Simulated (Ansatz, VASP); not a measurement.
# SnO in two plane-wave programs, part 2 of 2

One calculation is typed for both programs; each brings its own data sets. How far apart do they land? The cell is generated by rule, not measured, and may not be a known phase. Of the first pair: The two relaxations start from unlike cells of this crystal (the structure described is Ansatz's start), so only their ends are compared.

VASP 6.6.1 and Ansatz 0.2.0.

So far: Starting point; Ansatz: relaxation of cell and atoms, PBEsol, pair 1; VASP: relaxation of cell and atoms, PBEsol, pair 1; Comparison.

### Step 5. Ansatz: relaxation of cell and atoms, PBEsol, pair 2

Level of this step: Ansatz beside VASP: Kohn-Sham DFT, plane waves, PBEsol (Ansatz).

The relaxed volume is the usual yardstick between codes: in a stiff, nearly cubic crystal its relative difference is about their pressure difference at one cell divided by the bulk modulus. Its start cell is another than that of the pair before, and may be another structure of the material.

The cell is taken from a series of runs on this material, whose earlier steps may have relaxed, scaled, displaced or heated it; both programs get it as it stands.

The input, input.yaml:

```yaml
crystal:
  lattice:
    - [3.3702645341, -2.8369e-06, 0.0]
    - [-1.6851298102, 2.9187361225, 0.0]
    - [0.0, 0.0, 6.4354205849]
  atoms:
    - { symbol: Sn, position: [0.0, 0.0, 0.0] }
    - { symbol: Sn, position: [0.0, 0.0, 0.5] }
    - { symbol: O, position: [0.3333333333, 0.6666666667, 0.25] }
    - { symbol: O, position: [0.6666666667, 0.3333333333, 0.75] }
kpoints:
  mp_grid: { grid: [12, 12, 6] }
hamiltonian:
  xc: pbesol
  pseudopotentials: { kind: nc }
scf:
  occupations: { method: gaussian, width: 0.1 }
output:
  forces: true
  stress: true
  eigenvalues: true
  write_density: true
  write_potential: true
  elf: true
  volumetric_format: npy
relax:
  adjacent_minimum: "off"
  f_tol: 0.005
  max_steps: 80
  cell: { stress_tol: 0.05 }
```

Launch:

```sh
$ ansatz run input.yaml --threads 4 --pin off --max-ram 7168MiB --backend cpu --events-out ev --progress --plain --runs-dir out
```

Numbers of over 12 decimals in the logs are rounded to 6 here.

The program printed:

```text
[...]
Crystal: 4 atoms, lattice volume = 63.305 Å³
Basis set: ecut = 1142.878222 eV, 5543 PW (Γ), exchange–correlation on 80×80×144 points (8 copies of the dense FFT grid, shifted against one another)
Bands: 24, of which v1, the nominal top of the filled ones, is band 20 counted from 1 (19 counted from 0)
Symmetry: 24 space group operations
[...]
k-points: 76 of 864
[...]
--- Relaxed structure (4 steps of the walk, 4 accepted, 1 SCFs on fresh bases) ---
[...]
cell:  # Å, volume = 63.4993 Å³
    - [3.379756, -2.8449028006615053e-6, 0]
    - [-1.689876, 2.926956, 0]
    - [0, 0, 6.419002]
  atoms:
    - { symbol: Sn, position: [0, 0, 0] }
    - { symbol: Sn, position: [0, 0, 0.500000] }
    - { symbol: O, position: [0.333333, 0.666667, 0.250000] }
    - { symbol: O, position: [0.666667, 0.333333, 0.750000] }
[key lines of the parts left out:]
SCF converged after 4 iterations
Free energy (F): -5176.765876 eV
Fermi energy:    11.507243 eV
P = ⅓ Tr σ = 0.0018 GPa (0.018 kbar)
```

### Step 6. VASP: relaxation of cell and atoms, PBEsol, pair 2

The same cell, functional, mesh and smearing now go to VASP, with its own data sets.

The input, INCAR:

```
SYSTEM = SnO
PREC = Accurate
ENCUT = 600
EDIFF = 1E-07
NELM = 120
ISMEAR = 0
SIGMA = 0.1
LREAL = .FALSE.
ALGO = Normal
GGA = PS
NBANDS = 26
LORBIT = 11
LWAVE = .FALSE.
LCHARG = .FALSE.
ISIF = 3
IBRION = 2
NSW = 80
EDIFFG = -0.005
LASPH = .TRUE.
GGA_COMPAT = .FALSE.
NELMIN = 4
KPAR = 2
```

The input, POSCAR:

```
SnO
1.0
    3.3702650000     -0.0000030000      0.0000000000
   -1.6851300000      2.9187360000      0.0000000000
    0.0000000000      0.0000000000      6.4354210000
Sn O
2 2
Direct
    0.0000000000      0.0000000000      0.0000000000
    0.0000000000      0.0000000000      0.4999999223
    0.3333334322      0.6666666667      0.2499999612
    0.6666665678      0.3333333333      0.7499998835
```

The input, KPOINTS:

```
Automatic mesh
0
Gamma
12 12 6
0 0 0
```

The projector-augmented-wave data sets are Sn_d and O (PBE family, release 64).

Launch:

```sh
$ mpirun -np 2 vasp_std
```

The program printed:

```text
[banner, memory and clock lines left out]
running    2 mpi-ranks, on    1 nodes
[...]
[... a notice as in an earlier step ...]

 LDA part: xc-table for (Slater+PW92), standard interpolation
 POSCAR, INCAR and KPOINTS ok, starting setup
[...]
entering main loop
       N       E                     dE             d eps       ncg     rms          rms(c)
DAV:   1     0.430677408619E+03    0.43068E+03   -0.22024E+04  4032   0.261E+03
DAV:   2     0.379069079160E+02   -0.39277E+03   -0.38192E+03  4178   0.583E+02
DAV:   3    -0.221316814146E+02   -0.60039E+02   -0.58293E+02  4590   0.194E+02
DAV:   4    -0.251730442790E+02   -0.30414E+01   -0.30108E+01  4562   0.451E+01
[...]
DAV:  13    -0.221452712582E+02    0.18828E-05   -0.13349E-05  4410   0.227E-02    0.315E-03
DAV:  14    -0.221452711222E+02    0.13595E-06   -0.14339E-06  4154   0.835E-03    0.165E-03
DAV:  15    -0.221452710337E+02    0.88546E-07   -0.11995E-07  2104   0.282E-03
   1 F= -.22145271E+02 E0= -.22143537E+02  d E =-.221453E+02
[... from here on, the cycles between the ionic steps are left out ...]
   2 F= -.22145380E+02 E0= -.22143670E+02  d E =-.109119E-03
   3 F= -.22145385E+02 E0= -.22143671E+02  d E =-.114039E-03
   4 F= -.22145441E+02 E0= -.22143758E+02  d E =-.561705E-04
   5 F= -.22145491E+02 E0= -.22143878E+02  d E =-.105773E-03
[...]
reached required accuracy - stopping structural energy minimisation
```

From OUTCAR (step 6):

```text
  Total       -0.0086871     -0.0086871     -0.0004889      0.0000000      0.0000000      0.0000000
  in kB       -0.2190333     -0.2190332     -0.0123276      0.0000000      0.0000000      0.0000000
  external PRESSURE =      -0.1501314 kB  Pullay stress =       0.0000000 kB

 POSITION                                       TOTAL-FORCE (eV/Angst)
 -----------------------------------------------------------------------------------
      0.00000      0.00000      0.00000         0.000000     -0.000000     -0.000000
     -0.00000     -0.00000      3.21180         0.000000     -0.000000     -0.000000
      0.00000      1.95129      1.60590        -0.000000      0.000000     -0.000000
      1.68987      0.97564      4.81770         0.000000     -0.000000      0.000000
 -----------------------------------------------------------------------------------
    total drift:                                0.000000     -0.000000      0.001351

  FREE ENERGIE OF THE ION-ELECTRON SYSTEM (eV)
  ---------------------------------------------------
  free  energy   TOTEN  =       -22.1454908459 eV

  energy  without entropy=      -22.1422644654  energy(sigma->0) =      -22.14387766

[... 1 part as in an earlier step ...]

[... 3 further parts left out ...]
[key lines of the parts left out:]
E-fermi :   8.1257
```

### Step 7. Differences

The two programs side by side:

| quantity | Ansatz | VASP | difference |
| --- | --- | --- | --- |
| volume (Å³) | 63.50 | 63.54 | -0.07 % |
| edge a after relaxation, in the typed setting (Å) | 3.380 | 3.380 | +0.00 % |
| edge c after relaxation, in the typed setting (Å) | 6.419 | 6.424 | -0.07 % |

### Step 8. Ansatz: relaxation of cell and atoms, PBEsol, pair 3

The relaxed volume is the usual yardstick between codes: in a stiff, nearly cubic crystal its relative difference is about their pressure difference at one cell divided by the bulk modulus.

The cell is taken from a series of runs on this material, whose earlier steps may have relaxed, scaled, displaced or heated it; both programs get it as it stands.

The input, input.yaml:

```yaml
crystal:
  lattice:
    - [3.3797564403, -2.8449e-06, 0.0]
    - [-1.6898757564, 2.9269563584, 0.0]
    - [0.0, 0.0, 6.419002079]
  atoms:
    - { symbol: Sn, position: [0.0, 0.0, 0.0] }
    - { symbol: Sn, position: [0.0, 0.0, 0.5] }
    - { symbol: O, position: [0.3333333333, 0.6666666667, 0.25] }
    - { symbol: O, position: [0.6666666667, 0.3333333333, 0.75] }
kpoints:
  mp_grid: { grid: [12, 12, 6] }
hamiltonian:
  xc: pbesol
  pseudopotentials: { kind: nc }
scf:
  occupations: { method: methfessel_paxton, width: 0.15 }
output:
  forces: true
  stress: true
  eigenvalues: true
relax:
  adjacent_minimum: "off"
  f_tol: 0.001
  max_steps: 60
  cell: { stress_tol: 0.01 }
```

Launch:

```sh
$ ansatz run input.yaml --threads 4 --pin off --max-ram 7168MiB --backend cpu --events-out ev --progress --plain --runs-dir out
```

The program printed:

```text
[...]
Crystal: 4 atoms, lattice volume = 63.499 Å³
Basis set: ecut = 1142.878222 eV, 5567 PW (Γ), exchange–correlation on 80×80×144 points (8 copies of the dense FFT grid, shifted against one another)
Bands: 24, of which v1, the nominal top of the filled ones, is band 20 counted from 1 (19 counted from 0)
Symmetry: 24 space group operations
[...]
k-points: 76 of 864
[...]
--- Relaxed structure (4 steps of the walk, 3 accepted, 1 SCFs on fresh bases) ---
[...]
cell:  # Å, volume = 63.5200 Å³
    - [3.381016, -2.845956732515205e-6, 0.0]
    - [-1.690505, 2.928047, 0.0]
    - [0.0, 0.0, 6.416315]
  atoms:
    - { symbol: Sn, position: [0, 0, 0] }
    - { symbol: Sn, position: [0, 0, 0.5] }
    - { symbol: O, position: [0.333333, 0.666667, 0.25] }
    - { symbol: O, position: [0.666667, 0.333333, 0.750000] }
[key lines of the parts left out:]
SCF converged after 6 iterations
Free energy (F): -5176.764250 eV
Fermi energy:    11.502389 eV
P = ⅓ Tr σ = 0.0002 GPa (0.002 kbar)
```

### Step 9. VASP: relaxation of cell and atoms, PBEsol, pair 3

The same cell, functional, mesh and smearing now go to VASP, with its own data sets.

INCAR, as its differences from that of step 6:

```diff
@@ -5,4 +5,4 @@
 NELM = 120
-ISMEAR = 0
-SIGMA = 0.1
+ISMEAR = 1
+SIGMA = 0.15
 LREAL = .FALSE.
```

The input, POSCAR:

```
SnO
1.0
    3.3797560000     -0.0000030000      0.0000000000
   -1.6898760000      2.9269560000      0.0000000000
    0.0000000000      0.0000000000      6.4190020000
Sn O
2 2
Direct
    0.0000000000      0.0000000000      0.0000000000
    0.0000000000      0.0000000000      0.5000000000
    0.3333335306      0.6666666667      0.2500000779
    0.6666667653      0.3333333333      0.7500000779
```

KPOINTS is that of step 6.

Launch:

```sh
$ mpirun -np 2 vasp_std
```

The program printed:

```text
[... set-up lines as in an earlier step ...]
 entering main loop
       N       E                     dE             d eps       ncg     rms          rms(c)
DAV:   1     0.431883773700E+03    0.43188E+03   -0.21997E+04  4036   0.261E+03
DAV:   2     0.400051440071E+02   -0.39188E+03   -0.38048E+03  4160   0.589E+02
DAV:   3    -0.219488965212E+02   -0.61954E+02   -0.60331E+02  4564   0.196E+02
DAV:   4    -0.251795359854E+02   -0.32306E+01   -0.32036E+01  4582   0.464E+01
[...]
DAV:  13    -0.221440420207E+02    0.17324E-05   -0.14445E-05  4294   0.235E-02    0.323E-03
DAV:  14    -0.221440418688E+02    0.15185E-06   -0.14036E-06  4290   0.826E-03    0.142E-03
DAV:  15    -0.221440418171E+02    0.51722E-07   -0.99276E-08  2124   0.260E-03
   1 F= -.22144042E+02 E0= -.22144024E+02  d E =-.221440E+02
[...]
N       E                     dE             d eps       ncg     rms          rms(c)
DAV:   1    -0.221446951561E+02   -0.65329E-03   -0.14543E-02  4750   0.164E+00    0.165E-01
[...]
DAV:   6    -0.221440552254E+02    0.61771E-06   -0.70010E-07  4370   0.736E-03    0.115E-03
DAV:   7    -0.221440549943E+02    0.23113E-06   -0.69435E-08  2058   0.287E-03    0.179E-04
DAV:   8    -0.221440549984E+02   -0.40582E-08   -0.30093E-08  2020   0.185E-03
   2 F= -.22144055E+02 E0= -.22144034E+02  d E =-.131813E-04
 trial-energy change:   -0.000013  1 .order   -0.000012   -0.000051    0.000027
 step:   0.6719(harm=  0.6545)  dis= 0.00000  next Energy=   -22.144059 (dE=-0.176E-04)
[...]
N       E                     dE             d eps       ncg     rms          rms(c)
DAV:   1    -0.221441281209E+02   -0.73127E-04   -0.15611E-03  4752   0.537E-01    0.541E-02
DAV:   2    -0.221440731177E+02    0.55003E-04   -0.21475E-04  4544   0.139E-01    0.203E-02
DAV:   3    -0.221440619581E+02    0.11160E-04   -0.32223E-05  5342   0.757E-02    0.107E-02
DAV:   4    -0.221440593530E+02    0.26052E-05   -0.97554E-06  5190   0.403E-02    0.179E-03
DAV:   5    -0.221440596681E+02   -0.31512E-06   -0.10621E-06  4636   0.105E-02    0.927E-04
DAV:   6    -0.221440597474E+02   -0.79347E-07   -0.62863E-08  2024   0.244E-03
   3 F= -.22144060E+02 E0= -.22144040E+02  d E =-.179303E-04
[...]
reached required accuracy - stopping structural energy minimisation
```

Parts of OUTCAR (step 9):

```text
  Total       -0.0006507     -0.0006507      0.0022421      0.0000000      0.0000000      0.0000000
  in kB       -0.0164049     -0.0164049      0.0565234      0.0000000      0.0000000      0.0000000
  external PRESSURE =       0.0079045 kB  Pullay stress =       0.0000000 kB

 POSITION                                       TOTAL-FORCE (eV/Angst)
 -----------------------------------------------------------------------------------
      0.00000      0.00000      6.42186         0.000000      0.000000      0.000000
      0.00000      0.00000      3.21093         0.000000      0.000000      0.000000
      0.00000      1.95170      1.60547        -0.000000      0.000000      0.000000
      1.69022      0.97585      4.81640         0.000000     -0.000000      0.000000
 -----------------------------------------------------------------------------------
    total drift:                               -0.001184      0.000000     -0.001125

  FREE ENERGIE OF THE ION-ELECTRON SYSTEM (eV)
  ---------------------------------------------------
  free  energy   TOTEN  =       -22.1440597474 eV

  energy  without entropy=      -22.1440007836  energy(sigma->0) =      -22.14404009

[... 2 parts as in an earlier step ...]

[... 2 further parts left out ...]
[key lines of the parts left out:]
E-fermi :   8.1239
```

### Step 10. Comparison

Compared:

| quantity | Ansatz | VASP | difference |
| --- | --- | --- | --- |
| volume (Å³) | 63.52 | 63.55 | -0.05 % |
| edge a after relaxation, in the typed setting (Å) | 3.381 | 3.380 | +0.02 % |
| edge c after relaxation, in the typed setting (Å) | 6.416 | 6.422 | -0.09 % |

### Step 11. Summary of results

```json
{
 "difference in edge c after relaxation, in the typed setting (relaxation of cell and atoms, PBEsol, pair 1)": "-0.61 %",
 "difference in edge c after relaxation, in the typed setting (relaxation of cell and atoms, PBEsol, pair 2)": "-0.072 %",
 "difference in edge c after relaxation, in the typed setting (relaxation of cell and atoms, PBEsol, pair 3)": "-0.087 %"
}
```

What this shows: The difference in edge c after relaxation, in the typed setting is -0.61 % (relaxation of cell and atoms, PBEsol, pair 1), within the 1.2 % picked in this series as the mark of a large difference, as far as the stopping tolerances let one tell. How closely two codes agree says nothing of how well the functional describes the real material.

[Lines on the potential files, build, host, timing and source positions are cut from VASP's logs without a mark.]

[Logs are printed without paths, hosts, clocks, repeated set-up lines and the standing remarks that a program may print on its own settings, such as how far it seeks lower states.]

[Hosts, paths, dates, database ids (printed as entryN), source tags and the programs' standing remarks are cut or masked in the printed files.]
